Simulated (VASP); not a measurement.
## Zn2SeS (space group P-4m2): computed properties

Method: PBEsol GGA, VASP's PBE PAW potentials (set 64) (plane waves; VASP).

For Zn$_{2}$SeS, the space group is P-4m2 (115), the cell comes out as a = b = 3.8888 Å, c = 5.4839 Å, α = β = γ = 90.00° and the volume per atom comes out as 20.73 Å^3/atom. The band gap (over mesh and band path) comes out as 1.56 eV, the smallest direct gap (over mesh and band path) is 1.56 eV and the Hill bulk modulus is 72.7 GPa. The Hill shear modulus is 31.2 GPa and the Poisson's ratio is 0.312. The band-edge character without spin-orbit coupling is direct, Γ to Γ. The band gap with spin-orbit coupling comes out as 1.47 eV and the density is 4.84 g/cm³. The optical Γ-point spectrum is 76 (×2), 206, 214, 220 (×2), 286 (×2), 286 cm⁻¹. The C11 comes out as 123 GPa and the C12 comes out as 35.5 GPa. The C13 is 59.7 GPa. The C33 comes out as 97.7 GPa and the C44 is 42.8 GPa. The C66 comes out as 19.3 GPa.

```yaml
crystal:
  lattice:
    - [3.88879, 0.00000, 0.00000]
    - [0.00000, 3.88879, 0.00000]
    - [0.00000, 0.00000, 5.48388]
  atoms:
    - { symbol: Zn, position: [0.50000, 0.00000, 0.76322] }
    - { symbol: Zn, position: [0.00000, 0.50000, 0.23678] }
    - { symbol: Se, position: [0.00000, 0.00000, 0.50000] }
    - { symbol: S, position: [0.50000, 0.50000, 0.00000] }
```

The structure comes from a computed database's Zn2SeS entry (P-4m2); how it stands against other phases isn't given here. It was relaxed first. Symmetry was kept, so distortions that lower it aren't found.
